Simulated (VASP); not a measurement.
Output of a VASP run:

### OUTCAR
```
 ion  position               nearest neighbor table
   1  0.000  0.000  0.000-
  LATTYP: Found a body centered cubic cell.
 ALAT       =     3.1571456436
 Subroutine PRICEL returns:
 Original cell was already a primitive cell.
 Subroutine GETGRP returns: Found 48 space group operations
The static configuration has the point symmetry O_h .
The dynamic configuration has the point symmetry O_h .
The overall configuration has the point symmetry O_h .
 Subroutine INISYM returns: Found 48 space group operations
 Subroutine IBZKPT returns following result:
 Found    120 irreducible k-points:

 Following reciprocal coordinates:
            Coordinates               Weight
  0.000000  0.000000  0.000000      1.000000
  0.066667  0.000000  0.000000     12.000000
  0.133333  0.000000  0.000000     12.000000
  0.200000  0.000000  0.000000     12.000000
  0.266667  0.000000  0.000000     12.000000
  0.333333  0.000000  0.000000     12.000000
  0.400000  0.000000  0.000000     12.000000
  0.466667  0.000000  0.000000     12.000000
  0.066667  0.066667  0.000000     24.000000
  0.133333  0.066667  0.000000     48.000000
  0.200000  0.066667  0.000000     48.000000
  0.266667  0.066667  0.000000     48.000000
  0.333333  0.066667 -0.000000     48.000000
  0.400000  0.066667  0.000000     48.000000
  0.466667  0.066667  0.000000     24.000000
  0.133333  0.133333  0.000000     24.000000
  0.200000  0.133333  0.000000     48.000000
  0.266667  0.133333 -0.000000     48.000000
  0.333333  0.133333  0.000000     48.000000
  0.400000  0.133333  0.000000     48.000000
  0.200000  0.200000  0.000000     24.000000
  0.266667  0.200000  0.000000     48.000000
  0.333333  0.200000  0.000000     48.000000
  0.400000  0.200000  0.000000     24.000000
  0.266667  0.266667  0.000000     24.000000
  0.333333  0.266667  0.000000     48.000000
  0.333333  0.333333  0.000000      8.000000
  0.066667  0.066667  0.066667      8.000000
  0.133333  0.066667  0.066667     24.000000
  0.200000  0.066667  0.066667     24.000000
  0.266667  0.066667  0.066667     24.000000
  0.333333  0.066667  0.066667     24.000000
  0.400000  0.066667  0.066667     24.000000
 -0.066667  0.066667  0.066667      6.000000
  0.133333  0.133333  0.066667     24.000000
  0.200000  0.133333  0.066667     48.000000
  0.266667  0.133333  0.066667     48.000000
  0.333333  0.133333  0.066667     48.000000
  0.400000  0.133333  0.066667     24.000000
 -0.133333  0.133333  0.066667     24.000000
   k-points           NKPTS =    120   k-points in BZ     NKDIM =    120   number of bands    NBANDS=     22
   number of dos      NEDOS =    301   number of ions     NIONS =      1
   total plane-waves  NPLWV =   5832
   dimension x,y,z NGX =    18 NGY =   18 NGZ =   18
   dimension x,y,z NGXF=    36 NGYF=   36 NGZF=   36
   ions per type =               1
   PREC   = accura    normal or accurate (medium, high low for compatibility)
   ISTART =      0    job   : 0-new  1-cont  2-samecut
   ICHARG =      2    charge: 1-file 2-atom 10-const
   ISPIN  =      1    spin polarized calculation?
   LNONCOLLINEAR =      T non collinear calculations
   LSORBIT =      T    spin-orbit coupling
   INIWAV =      1    electr: 0-lowe 1-rand  2-diag
   ENCUT  =  400.0 eV  29.40 Ry    5.42 a.u.   4.46  4.46  4.46*2*pi/ulx,y,z
   NELM   =    100;   NELMIN=  2; NELMDL= -5     # of ELM steps
   EDIFF  = 0.1E-05   stopping-criterion for ELM
   LREAL  =      F    real-space projection
   NLSPLINE    = F    spline interpolate recip. space projectors
   LMAXMIX     =    6 max onsite mixed and CHGCAR
   VOSKOWN=      0    Vosko Wilk Nusair interpolation
   EDIFFG = 0.1E-04   stopping-criterion for IOM
   NSW    =      0    number of steps for IOM
   NBLOCK =      1;   KBLOCK =      1    inner block; outer block
   IBRION =     -1    ionic relax: 0-MD 1-quasi-New 2-CG
...
```

File OSZICAR:
```
       N       E                     dE             d eps       ncg     rms          rms(c)
DAV:   1     0.116208880159E+03    0.11621E+03   -0.66886E+03  5360   0.126E+03
DAV:   2    -0.117180566185E+02   -0.12793E+03   -0.12395E+03  5850   0.394E+02
DAV:   3    -0.152968908303E+02   -0.35788E+01   -0.35409E+01  6198   0.679E+01
DAV:   4    -0.153225127383E+02   -0.25622E-01   -0.25620E-01  5736   0.609E+00
DAV:   5    -0.153228164264E+02   -0.30369E-03   -0.30369E-03  6056   0.640E-01    0.218E+01
DAV:   6    -0.147790618582E+02    0.54375E+00   -0.61838E-01  5820   0.104E+01    0.876E+00
DAV:   7    -0.146365766489E+02    0.14249E+00   -0.31480E-01  6014   0.686E+00    0.196E+00
DAV:   8    -0.146333751109E+02    0.32015E-02   -0.38324E-03  5550   0.765E-01    0.451E-01
DAV:   9    -0.146304181795E+02    0.29569E-02   -0.13085E-03  5804   0.543E-01    0.933E-02
DAV:  10    -0.146304278206E+02   -0.96411E-05   -0.27059E-05  5796   0.648E-02    0.541E-02
DAV:  11    -0.146304267579E+02    0.10627E-05   -0.29551E-06  5772   0.252E-02    0.779E-03
DAV:  12    -0.146304267270E+02    0.30961E-07   -0.22893E-07  2964   0.578E-03
   1 F= -.14630427E+02 E0= -.14630293E+02  d E =-.266572E-03  mag=     0.0000     0.0000     0.0000
       N       E                     dE             ncg
```

### OUTCAR
```
------------------------ aborting loop because EDIFF is reached ----------------------------------------
  FORCE on cell =-STRESS in cart. coord.  units (eV):
  Direction    XX          YY          ZZ          XY          YZ          ZX
  --------------------------------------------------------------------------------------
  Total        0.0872269      0.0872269      0.0872269     -0.0000000      0.0000000      0.0000000
  in kB        8.8819250      8.8819250      8.8819250     -0.0000000      0.0000000      0.0000000
  external PRESSURE =       8.8819250 kB  Pullay stress =       0.0000000 kB
  volume of cell :       15.73
      direct lattice vectors                 reciprocal lattice vectors
    -1.578572822  1.578572822  1.578572822     0.000000000  0.316741802  0.316741802
     1.578572822 -1.578572822  1.578572822     0.316741802  0.000000000  0.316741802
     1.578572822  1.578572822 -1.578572822     0.316741802  0.316741802  0.000000000
 POSITION                                       TOTAL-FORCE (eV/Angst)
 -----------------------------------------------------------------------------------
      0.00000      0.00000      0.00000        -0.000000      0.000000      0.000000
 -----------------------------------------------------------------------------------
    total drift:                                0.000000      0.000000      0.000000
  FREE ENERGIE OF THE ION-ELECTRON SYSTEM (eV)
  ---------------------------------------------------
  free  energy   TOTEN  =       -14.6304267270 eV

  energy  without entropy=      -14.6301601549  energy(sigma->0) =      -14.63029344

 Ion:    1  E_soc:     -1.6362205
```
(Selected blocks of OUTCAR.)

File POSCAR:
```
W
1
   -1.5785728218     1.5785728218     1.5785728218
    1.5785728218    -1.5785728218     1.5785728218
    1.5785728218     1.5785728218    -1.5785728218
W
1
Direct
  0.0000000000   0.0000000000   0.0000000000
```

Q: Write an INCAR and KPOINTS that could have produced this output.

A: Several could match; the one computed here: the input of the run itself, PBEsol GGA with spin-orbit coupling, plane waves, VASP's PBE PAW potentials (set 64).

### INCAR
```
ENCUT=400
GGA_COMPAT=.False.
LSORBIT=.True.
LASPH=.True.   ! aspherical one-centre terms
NELM=100   ! most electronic steps
EDIFF=1E-6   ! SCF stop (eV)
LREAL=.False.   ! projection in real space or not
MAGMOM=0 0 0
ISMEAR=0
GGA=PS   ! PBEsol
SIGMA=0.05   ! width (eV)
ALGO=Normal
PREC=Accurate
LWAVE=.False.
SYSTEM=W
LMAXMIX=6
LCHARG=.False.
```

### KPOINTS_OPT
```
k-points along high-symmetry lines
8
Line-mode
Reciprocal
  0.000000   0.000000   0.000000 ! GAMMA
  0.500000  -0.500000   0.500000 ! H

  0.500000  -0.500000   0.500000 ! H
  0.000000   0.000000   0.500000 ! N

  0.000000   0.000000   0.500000 ! N
  0.000000   0.000000   0.000000 ! GAMMA

  0.000000   0.000000   0.000000 ! GAMMA
  0.250000   0.250000   0.250000 ! P

  0.250000   0.250000   0.250000 ! P
  0.500000  -0.500000   0.500000 ! H

  0.250000   0.250000   0.250000 ! P
  0.000000   0.000000   0.500000 ! N
```

### KPOINTS
```
K-points
0
gamma
15 15 15
0 0 0
```

POTCAR, in this order: W_sv (PBE.64 set). Program: vasp_ncl.

The compound is W in the bcc structure. It was relaxed first.
